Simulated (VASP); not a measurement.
Input:

```
CELL_PARAMETERS angstrom
      0.00000     2.23500     2.23500
      2.23500     0.00000     2.23500
      2.23500     2.23500     0.00000
ATOMIC_POSITIONS crystal
  Nb 0.00000 0.00000 0.00000
  C  0.50000 0.50000 0.50000
```

Level of theory: PBE GGA, VASP's PBE PAW potentials (set 64) (plane waves; VASP). Settings: 400 eV cut-off, 17×17×17 Γ-centred mesh, Fermi-Dirac smearing of 0.050 eV, potentials Nb_sv C.

Problem. Give the energies of bands 6 to 11 at the high-symmetry points, in eV from the Fermi level.

Solution. 
```csv
band,Γ,X,U,L,W
6,-1.34,-4.21,-5.19,-7.59,-4.67
7,-1.34,-3.90,-4.26,-5.16,-4.42
8,-1.34,-1.35,-3.54,-5.16,-4.42
9,-0.26,-1.35,-0.34,2.10,1.50
10,-0.26,1.95,2.45,2.10,1.50
11,-0.26,3.20,3.39,3.53,3.21
```

It has no gap at this level: it comes out as a metal or semimetal.

The structure is a typed NbC crystal (Fm-3m). The cell was not relaxed at this level. The electron count is odd and the run is not spin-polarised, which forces a metal.
